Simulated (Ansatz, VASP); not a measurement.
# GaSb in two plane-wave programs

One calculation is typed for both programs; each brings its own data sets. How far apart do they land? The cell is taken from a series of runs on this material, whose earlier steps may have relaxed, scaled, displaced or heated it; both programs get it as it stands.

Main program and level: Ansatz 0.2.0; plane waves, with VASP 6.6.1 beside it; zone-centre phonons at LDA.

## 1. Set-up

The structure is cubic, space group F-43m (No. 216). The conventional cell has a = 6.089 Å, b = 6.089 Å, c = 6.089 Å, α = 90.00°, β = 90.00°, γ = 90.00°. Nearest to Ga lie 4 Sb at 2.64 Å. Nearest to Sb lie 4 Ga at 2.64 Å. Farther neighbours are not listed.

As a file:

```xyz
2
Lattice="0.0000 3.0444 3.0444 3.0444 0.0000 3.0444 3.0444 3.0444 0.0000" Properties=species:S:1:pos:R:3 pbc="T T T"
Ga    0.0000    0.0000    0.0000
Sb    4.5666    4.5666    4.5666
```

## 2. VASP: zone-centre phonons, LDA, pair 1

Second derivatives magnify differences that forces hide, and they need a tight electronic threshold.

Lines of VASP's logs that name or quote its potential files are left out, and so is its time.

INCAR

```
SYSTEM = GaSb
PREC = Accurate
ENCUT = 500
EDIFF = 1E-08
NELM = 120
ISMEAR = 1
SIGMA = 0.2
LREAL = .FALSE.
ALGO = Normal
GGA = CA
NBANDS = 15
LORBIT = 11
LWAVE = .FALSE.
LCHARG = .FALSE.
ISIF = 2
IBRION = 8
LASPH = .TRUE.
GGA_COMPAT = .FALSE.
KPAR = 2
```

POSCAR

```
GaSb
1.0
    0.0000000000      3.0443956348      3.0443956348
    3.0443956348      0.0000000000      3.0443956348
    3.0443956348      3.0443956348      0.0000000000
Ga Sb
1 1
Direct
    0.0000000000      0.0000000000      0.0000000000
    0.7500000000      0.7500000000      0.7500000000
```

KPOINTS

```
Automatic mesh
0
Gamma
12 12 12
0 0 0
```

Potentials, in the order of the species: Ga_d and Sb (LDA family, release 64).

On the command line:

```sh
mpirun -np 2 vasp_std
```

Numbers of over 12 decimals in the logs are rounded to 6 here.

Log:

```text
[banner, memory and clock lines left out]
running    2 mpi-ranks, on    1 nodes
 distrk:  each k-point on    1 cores,    2 groups
 distr:  one band on    1 cores,    1 groups

 POSCAR found type information on POSCAR GaSb
 POSCAR found :  2 types and       2 ions
 LDA part: xc-table for (Slater(with rela. corr.)+CA(PZ))
 , standard interpolation
 POSCAR, INCAR and KPOINTS ok, starting setup
 FFT: planning ... GRIDC
 FFT: planning ... GRID_SOFT
 FFT: planning ... GRID
 WAVECAR not read
 entering main loop
       N       E                     dE             d eps       ncg     rms          rms(c)
DAV:   1     0.803926968660E+02    0.80393E+02   -0.84574E+03  2184   0.144E+03
DAV:   2    -0.253575409889E+01   -0.82928E+02   -0.80125E+02  2573   0.305E+02
DAV:   3    -0.867901981276E+01   -0.61433E+01   -0.61156E+01  2552   0.674E+01
DAV:   4    -0.879189518021E+01   -0.11288E+00   -0.11286E+00  2652   0.104E+01
DAV:   5    -0.879466615434E+01   -0.27710E-02   -0.27709E-02  2823   0.143E+00    0.334E+00
DAV:   6    -0.870684777032E+01    0.87818E-01   -0.74750E-02  3159   0.443E+00    0.194E+00
DAV:   7    -0.867148176790E+01    0.35366E-01   -0.50930E-02  2454   0.181E+00    0.294E-01
DAV:   8    -0.867118993117E+01    0.29184E-03   -0.46875E-03  2762   0.844E-01    0.945E-02
DAV:   9    -0.867127005183E+01   -0.80121E-04   -0.33849E-04  2600   0.166E-01    0.383E-02
DAV:  10    -0.867126343072E+01    0.66211E-05   -0.16773E-05  2838   0.369E-02    0.133E-02
DAV:  11    -0.867126574460E+01   -0.23139E-05   -0.43248E-06  2454   0.196E-02    0.500E-03
DAV:  12    -0.867126572033E+01    0.24266E-07   -0.21945E-07  2713   0.363E-03    0.992E-04
DAV:  13    -0.867126573054E+01   -0.10209E-07   -0.18906E-08  2635   0.119E-03    0.666E-04
DAV:  14    -0.867126573042E+01    0.11551E-09   -0.74167E-10  1640   0.376E-04
   1 F= -.86712657E+01 E0= -.86714048E+01  d E =0.417260E-03
 Linear response reoptimize wavefunctions to high precision
DAV:   1    -0.867126573037E+01    0.55024E-10   -0.35700E-10  2004   0.172E-04
 Linear response DOF=           2
 Linear response progress:
  Degree of freedom:   1/  2
       N       E                     dE             d eps       ncg     rms          rms(c)
RMM:   1    -0.168154339770E+00   -0.16815E+00    0.93875E-02 10425   0.846E+00
RMM:   2    -0.166789390050E+00    0.13649E-02   -0.27582E-02 15601   0.135E+00    0.403E-02
RMM:   3    -0.166879161480E+00   -0.89771E-04   -0.37088E-03 16110   0.442E-01    0.260E-02
RMM:   4    -0.166798724087E+00    0.80437E-04   -0.16204E-03 17716   0.216E-01    0.143E-02
RMM:   5    -0.166826186189E+00   -0.27462E-04   -0.46056E-05 17236   0.537E-02    0.452E-03
RMM:   6    -0.166831001631E+00   -0.48154E-05   -0.21925E-05 17377   0.226E-02    0.688E-04
RMM:   7    -0.166818991590E+00    0.12010E-04    0.18781E-05 16993   0.101E-02    0.668E-04
RMM:   8    -0.166824534393E+00   -0.55428E-05   -0.69139E-07 17119   0.453E-03    0.182E-04
RMM:   9    -0.166825786402E+00   -0.12520E-05   -0.34705E-07 17133   0.213E-03    0.808E-05
RMM:  10    -0.166826087113E+00   -0.30071E-06    0.17198E-06 17450   0.105E-03    0.317E-05
RMM:  11    -0.166826377956E+00   -0.29084E-06   -0.22498E-07 17510   0.520E-04    0.177E-05
RMM:  12    -0.166826475693E+00   -0.97736E-07    0.22090E-07 17293   0.274E-04    0.655E-06
RMM:  13    -0.166826524601E+00   -0.48909E-07    0.21756E-07 17495   0.149E-04    0.228E-06
RMM:  14    -0.166826550191E+00   -0.25589E-07    0.93207E-09 17663   0.859E-05    0.192E-06
RMM:  15    -0.166826570639E+00   -0.20448E-07   -0.23022E-09 17144   0.548E-05    0.368E-07
RMM:  16    -0.166826569616E+00    0.10230E-08   -0.74509E-09 16574   0.392E-05    0.496E-07
 first order change of Fermi-energy   0.40696E-05
 force on displaced ion       1 direction 1 :  -7.868  -0.000  -0.000
 Linear response progress:
  Degree of freedom:   2/  2
       N       E                     dE             d eps       ncg     rms          rms(c)
RMM:   1    -0.293384103182E-01   -0.29338E-01    0.21850E-03 16627   0.139E+00
RMM:   2    -0.265696413619E-01    0.27688E-02   -0.36780E-03 15377   0.387E-01    0.670E-02
RMM:   3    -0.264976446730E-01    0.71997E-04   -0.23718E-04 16958   0.104E-01    0.359E-02
RMM:   4    -0.265142430382E-01   -0.16598E-04   -0.56654E-05 16981   0.444E-02    0.452E-03
RMM:   5    -0.265181609553E-01   -0.39179E-05   -0.85053E-06 17763   0.154E-02    0.291E-03
RMM:   6    -0.265105839230E-01    0.75770E-05   -0.27558E-07 16977   0.476E-03    0.626E-04
RMM:   7    -0.265098625898E-01    0.72133E-06    0.52911E-08 17583   0.145E-03    0.298E-04
RMM:   8    -0.265094721881E-01    0.39040E-06   -0.81971E-09 16861   0.523E-04    0.761E-05
RMM:   9    -0.265094742627E-01   -0.20746E-08   -0.33958E-09 17569   0.194E-04    0.273E-05
 first order change of Fermi-energy   0.21248E-03
 force on displaced ion       2 direction 1 :  -7.888  -0.000  -0.000
 Linear response finished
```

Parts of OUTCAR (step 2):

```text
ion  position               nearest neighbor table
   1  0.000  0.000  0.000-   2 2.64   2 2.64   2 2.64   2 2.64
   2  0.750  0.750  0.750-   1 2.64   1 2.64   1 2.64   1 2.64

  LATTYP: Found a face centered cubic cell.
 ALAT       =     6.0887912696

 Subroutine GETGRP returns: Found 24 space group operations
 (whereof 24 operations were pure point group operations)

The static configuration has the point symmetry T_d .

 Found     72 irreducible k-points:

   k-points           NKPTS =     72   k-points in BZ     NKDIM =     72   number of bands    NBANDS=     15

   dimension x,y,z NGX =    32 NGY =   32 NGZ =   32
   dimension x,y,z NGXF=    64 NGYF=   64 NGZF=   64

   ENCUT  =  500.0 eV  36.75 Ry    6.06 a.u.   7.85  7.85  7.85*2*pi/ulx,y,z

   NELECT =      18.0000    total number of electrons

 k-points in reciprocal lattice and weights: Automatic mesh
   0.00000000  0.00000000  0.00000000       0.001
   0.08333333  0.00000000  0.00000000       0.005
   0.16666667  0.00000000  0.00000000       0.005
   0.25000000  0.00000000  0.00000000       0.005
   0.33333333  0.00000000  0.00000000       0.005
   0.41666667  0.00000000  0.00000000       0.005
   0.50000000  0.00000000  0.00000000       0.002
   0.08333333  0.08333333  0.00000000       0.003
   0.16666667  0.08333333  0.00000000       0.014
[...]
-0.33333333  0.50000000  0.16666667       0.007
  -0.25000000  0.50000000  0.25000000       0.003

 average (electrostatic) potential at core
       1 -66.7546       2 -88.5294

  Total       -0.3027480     -0.3027480     -0.3027480     -0.0000000      0.0000000     -0.0000000
  in kB       -8.5952525     -8.5952525     -8.5952525     -0.0000000      0.0000000     -0.0000000
  external PRESSURE =      -8.5952525 kB  Pullay stress =       0.0000000 kB

  energy-cutoff  :      500.00
  volume of cell :       56.43
      direct lattice vectors                 reciprocal lattice vectors
     0.000000000  3.044395635  3.044395635    -0.164236210  0.164236210  0.164236210
     3.044395635  0.000000000  3.044395635     0.164236210 -0.164236210  0.164236210
     3.044395635  3.044395635  0.000000000     0.164236210  0.164236210 -0.164236210

 POSITION                                       TOTAL-FORCE (eV/Angst)
 -----------------------------------------------------------------------------------
      0.00000      0.00000      0.00000        -0.000000     -0.000000     -0.000000
      4.56659      4.56659      4.56659         0.000000      0.000000      0.000000
 -----------------------------------------------------------------------------------
    total drift:                               -0.000000     -0.000000     -0.000000

 Eigenvectors and eigenvalues of the dynamical matrix
 ----------------------------------------------------

   1 f  =    6.589033 THz    41.400113 2PiTHz  219.786472 cm-1    27.250037 meV
             X         Y         Z           dx          dy          dz
      0.000000  0.000000  0.000000     0.000000   -0.797043   -0.000000
      4.566593  4.566593  4.566593    -0.000000    0.603923    0.000000

   2 f  =    6.589033 THz    41.400113 2PiTHz  219.786472 cm-1    27.250037 meV
             X         Y         Z           dx          dy          dz
      0.000000  0.000000  0.000000     0.797043    0.000000    0.000000
      4.566593  4.566593  4.566593    -0.603923    0.000000    0.000000

   3 f  =    6.589033 THz    41.400113 2PiTHz  219.786472 cm-1    27.250037 meV
             X         Y         Z           dx          dy          dz
      0.000000  0.000000  0.000000    -0.000000   -0.000000    0.797043
      4.566593  4.566593  4.566593     0.000000   -0.000000   -0.603923

   4 f/i=    0.003988 THz     0.025057 2PiTHz    0.133021 cm-1     0.016493 meV
             X         Y         Z           dx          dy          dz
      0.000000  0.000000  0.000000    -0.432748    0.414534   -0.074925
      4.566593  4.566593  4.566593    -0.571131    0.547092   -0.098884

   5 f/i=    0.003988 THz     0.025057 2PiTHz    0.133021 cm-1     0.016493 meV
             X         Y         Z           dx          dy          dz
      0.000000  0.000000  0.000000    -0.093875    0.009815    0.596501
      4.566593  4.566593  4.566593    -0.123893    0.012954    0.787248

   6 f/i=    0.003988 THz     0.025057 2PiTHz    0.133021 cm-1     0.016493 meV
             X         Y         Z           dx          dy          dz
      0.000000  0.000000  0.000000    -0.410657   -0.439077   -0.057402
      4.566593  4.566593  4.566593    -0.541976   -0.579483   -0.075758

 ELASTIC MODULI CONTR FROM IONIC RELAXATION (kBar)
 Direction    XX          YY          ZZ          XY          YZ          ZX
 --------------------------------------------------------------------------------
 XX          -0.0000     -0.0000      0.0000     -0.0000      0.0000     -0.0000
 YY          -0.0000     -0.0000     -0.0000     -0.0000     -0.0000     -0.0000
 ZZ           0.0000     -0.0000     -0.0000      0.0000     -0.0000     -0.0000
 XY          -0.0000     -0.0000      0.0000   -156.8326     -0.0000     -0.0000
 YZ           0.0000     -0.0000     -0.0000     -0.0000   -156.8326     -0.0000
 ZX          -0.0000     -0.0000     -0.0000     -0.0000     -0.0000   -156.8326
 --------------------------------------------------------------------------------
```

## 3. Ansatz: zone-centre phonons, LDA, pair 1

Ansatz runs on its PAW soft_1 files.

The same cell, functional (in two slightly different forms), mesh and smearing now go to Ansatz, which takes its cutoff from its data sets.

input.yaml

```yaml
crystal:
  lattice:
    - [0.0, 3.0443956348, 3.0443956348]
    - [3.0443956348, 0.0, 3.0443956348]
    - [3.0443956348, 3.0443956348, 0.0]
  atoms:
    - { symbol: Ga, position: [0.0, 0.0, 0.0] }
    - { symbol: Sb, position: [0.75, 0.75, 0.75] }
kpoints:
  mp_grid: { grid: [12, 12, 12] }
hamiltonian:
  xc: lda
  pseudopotentials: { kind: paw, azcp: { folder: soft_1 }, xc_functional: pbe }
scf:
  occupations: { method: methfessel_paxton, width: 0.2 }
output:
  eigenvalues: true
phonons:
  method: dfpt
```

On the command line:

```sh
ansatz run input.yaml --threads 4 --pin off --max-ram 10240MiB --backend cpu --events-out ev --progress --plain --runs-dir out
```

Log:

```text
zone centre: on kpoints.mp_grid the ground state, and the responses unless they are solved on pairs of k-points, stand on 163 of the mesh's 1728 k-points, reduced under 8 symmetry operations, with k and −k counted as one. Each operation leaves every solved displacement unchanged or reverses it
Engine: ansatz 0.2.0, aarch64-unknown-linux-gnu
Pseudopotentials: kind: paw
Pseudopotential: Ga, paw, valence charge 13, recommended cutoff 420 eV (normal), soft_1/Ga.paw.azcp
Pseudopotential: Sb, paw, valence charge 15, recommended cutoff 420 eV (normal), soft_1/Sb.paw.azcp
Functional definition: SPW92
  exchange = slater_x
  correlation = pw_c
Crystal: 2 atoms, lattice volume = 56.433 Å³
Basis set: ecut = 420 eV, 1067 PW (Γ), exchange–correlation on 60×60×60 points (8 copies of the dense FFT grid, shifted against one another)
Bands: 18, of which v1, the nominal top of the filled ones, is band 14 counted from 1 (13 counted from 0)
Symmetry: 24 space group operations
k-points: 163 of 1728 (irreducible under 8 space group operations, time reversal used)
Non-local potential: Ga, projectors of the file, l = 0: 2, l = 1: 2, l = 2: 3, l = 3: 1
Non-local potential: Sb, projectors of the file, l = 0: 2, l = 1: 2, l = 2: 2, l = 3: 1
PAW form: soft (Blöchl's): semilocal exchange-correlation on the pseudo side does not see the compensation charge
PAW frozen core: Ga, regenerated for the run's functional, and the local potential with it (the file was generated under x = pbe(κ = 0.804, μ = 0.219515), c = pbe(β = 0.066725))
PAW frozen core: Sb, regenerated for the run's functional, and the local potential with it (the file was generated under x = pbe(κ = 0.804, μ = 0.219515), c = pbe(β = 0.066725))
PAW one-centre angular grid: Ga, 590 points (default); XC on 64 Gauss nodes
PAW one-centre angular grid: Sb, 590 points (default); XC on 64 Gauss nodes
Initial density: superposition of atomic densities (chi_scale 0.1, normalization cell, long waves kept (reshape's long-wave potential 0.00 eV rms))
Initial wavefunctions: pseudopotential atomic-orbital guess
Functional: x = slater, c = lda
SCF iter   1: F=—  HF=-10043.245782 eV  |F-HF|=—  |Δ(HF+E_count)|=         —  Δρ=3.09e-2  dr2=4.46e-1  ethr=3.10e-3  ⟨swp⟩=5.5  Hψ=14988  notcnv=0
preconditioner: auto → none  [insulator: Δε(μ)=0.358 eV  Ē_g=14.875 eV  σ=0.200 eV  W_gap=0.67  n_scr=14 (ndim 8)  ℏωp=21.0 eV  f_vac=0.005  D(μ)=0.04/eV (n_scr^D=0)  ε∞_Penn≈3.0]
SCF iter   2: F=—  HF=-10043.131850 eV  |F-HF|=—  |Δ(HF+E_count)|=   1.14e-1  S|Δr|=    0.00e0  Δρ=1.37e-2  dr2=6.78e-2  ethr=1.59e-3  ⟨swp⟩=2.0  Hψ=4912  notcnv=0
SCF iter   3: F=—  HF=-10043.123694 eV  |F-HF|=—  |Δ(HF+E_count)|=   8.16e-3  S|Δr|=    0.00e0  Δρ=4.98e-3  dr2=1.30e-2  ethr=2.42e-4  ⟨swp⟩=2.0  Hψ=4992  notcnv=0
SCF iter   4: F=—  HF=-10043.118223 eV  |F-HF|=—  |Δ(HF+E_count)|=   5.47e-3  S|Δr|=    0.00e0  Δρ=8.94e-4  dr2=2.56e-4  ethr=4.64e-5  ⟨swp⟩=2.0  Hψ=4402  notcnv=0
SCF iter   5: F=—  HF=-10043.118153 eV  |F-HF|=—  |Δ(HF+E_count)|=   6.95e-5  S|Δr|=    0.00e0  Δρ=4.34e-4  dr2=3.44e-5  ethr=9.14e-7  ⟨swp⟩=2.0  Hψ=4403  notcnv=0
SCF iter   6: F=—  HF=-10043.118151 eV  |F-HF|=—  |Δ(HF+E_count)|=   2.31e-6  S|Δr|=    0.00e0  Δρ=2.13e-5  dr2=1.76e-7  ethr=1.23e-7  ⟨swp⟩=2.0  Hψ=4580  notcnv=0
SCF iter   7: F=—  HF=-10043.118151 eV  |F-HF|=—  |Δ(HF+E_count)|=   2.15e-7  S|Δr|=    0.00e0  Δρ=4.20e-6  dr2=5.67e-9  ethr=6.28e-10  ⟨swp⟩=2.9  Hψ=6053  notcnv=0
SCF iter   8: F=—  HF=-10043.118151 eV  |F-HF|=—  |Δ(HF+E_count)|=  7.48e-10  S|Δr|=    0.00e0  Δρ=6.95e-7  dr2=2.05e-10  ethr=2.02e-11  ⟨swp⟩=2.9  Hψ=5391  notcnv=0
SCF iter   9: F=-10043.118151 eV  HF=-10043.118151 eV  |F-HF|=5.46e-12  |Δ(HF+E_count)|=  8.19e-11  S|Δr|=    0.00e0  Δρ=6.44e-8  dr2=1.04e-12  ethr=1.00e-12  ⟨swp⟩=7.0  Hψ=14619  notcnv=0
SCF 1 converged in 9 iterations: F = -10043.118151 eV  dr2 = 1.04e-12
  greatest PAW one-centre occupation: 0.996 electrons in one spin orbital (limit 2), on the Sb atom at site 1 (counted from 0), in its partial waves of l = 2
DFPT response loops at Γ: preconditioner auto → Kerker (q_TF=auto, 2.428 Å⁻¹) (partly filled bands, converged f_vac=0.078); β = 1.00, the filter's whole step (`scf.mixing.beta` (0.50) is not read by the response loops under this deck's `scf.mixing.preconditioner`; to damp them name `kerker` or `kerker_dos`, under which they read `scf.mixing.beta`, and type it under 1.00, their step now; both keys bind the ground state too); Broyden in place of MSR1
SCF converged after 9 iterations
Stability not checked: this state was not tested for a lower state beside it, because cold or Methfessel-Paxton smearing, or corrected tetrahedra, fill the levels in a way that the test cannot read (fill_not_monotonic; see scf.lower_state_search)
Free energy (F): -10043.118151 eV
Harris-Foulkes:  -10043.118151 eV  (|F-HF|=5.46e-12)
Internal energy: -10043.118585 eV  (E = F + TS)
E sigma→0 (E₀):  -10043.118260 eV
Entropy (-TS):   0.000434 eV (0.217 meV/atom)
Fermi energy:    7.729738 eV
Step filling:    the computed levels leave a gap of 0.0000 eV = 0.0 smearing widths at the electron count; against every level under it full and every level over it empty, smearing changes F+E_penalty+E_count by +0.155 meV and its σ→0 estimate by +0.046 meV
--- Per-component energies (eV) ---
  E_band       = -262.888578
  E_kinetic    = 277.247842
  E_local      = -3368.928853  (includes V_loc(G=0)·N_el)
  E_nonlocal   = 302.788921
  E_hartree    = 1722.006838
  E_xc         = -161.321985
  E_vxc        = -147.352587  (∫ρ·V_xc dr)
  E_paw        = -6311.315735  (= ΣΔE_a)
  E_vpaw       = -770.657458  (= ΣTr[D̂ρ^β])
  E_aug_tail   = -0.000110  (compensation charges beyond the density's cutoff)
  E_ewald      = -2505.882795
  E_core_change = 2.287292  (= ΣΔE_core)
  E_smearing   = 0.000434  (= −TS)
  E_closure    = 0.000000  (closes the sum)
  Σ components = -10043.118151   (vs F -10043.118151, Δ=0.00e0)
--- Band table (eV; the first three rows and the last of 163) ---
  k-point 0: bands = [... 10 lower, -3.9495, 7.6141, 7.6863, 7.6863, 7.6863, 10.4588, 10.4588, 10.4588]
  k-point 1: bands = [... 10 lower, -3.8770, 6.3223, 7.5603, 7.5603, 8.5268, 10.6310, 10.6310, 10.7041]
  k-point 2: bands = [... 10 lower, -3.6637, 4.9157, 7.2763, 7.2763, 8.6298, 11.0080, 11.0080, 11.6009]
  k-point 162: bands = [... 10 lower, -1.4231, 0.9190, 4.2679, 4.4905, 11.3574, 11.9598, 12.0684, 12.4139]
--- Phonons (Γ-DFPT): 2 representative perturbations + reference, on 163 of 1728 k-points (Σ response iterations 6) ---
  k mesh reduced under 8 symmetry operations, with k and −k counted as one. Each operation leaves every solved displacement unchanged or reverses it
  ASR residual: 1.000e-4 → 0.000e0 eV/Å²; symmetrization residual: 5.770e-7 eV/Å²
  ASR residual per site (eV/Å²): 1.00e-4 8.16e-6
  Γ frequencies (cm⁻¹): 0.00 0.00 0.00 217.90 217.90 217.90
  non-analytic LO–TO correction: not included (Born effective charges unavailable; polar crystals: no LO–TO splitting at Γ)
```

## 4. Comparison

Known differences besides the potentials themselves: the two LDA forms differ slightly; the data sets hold 28 valence electrons in Ansatz (on its PAW soft_1 files) and 18 in VASP; the cutoff is 420 eV in Ansatz and 500 eV in VASP; VASP's log shows a relativistic correction to its local exchange, Ansatz's none. Total energies have different zeros and are not compared.

Both answers:

| quantity | Ansatz | VASP | difference |
| --- | --- | --- | --- |
| optical mode 1 to 3 (cm⁻¹) | 217.9 | 219.8 | -0.86 % |

Modes are paired by rising frequency, not by their patterns, so a pair may set unlike modes beside each other; they are those without the splitting of longitudinal modes.

(Continued in part 2 of 2.)

[Lines on the potential files, build, host, timing and source positions are cut from VASP's logs without a mark.]

[Logs are printed without paths, hosts, clocks, repeated set-up lines and the standing remarks that a program may print on its own settings, such as how far it seeks lower states.]

[Hosts, paths, dates, database ids (printed as entryN), source tags and the programs' standing remarks are cut or masked in the printed files.]
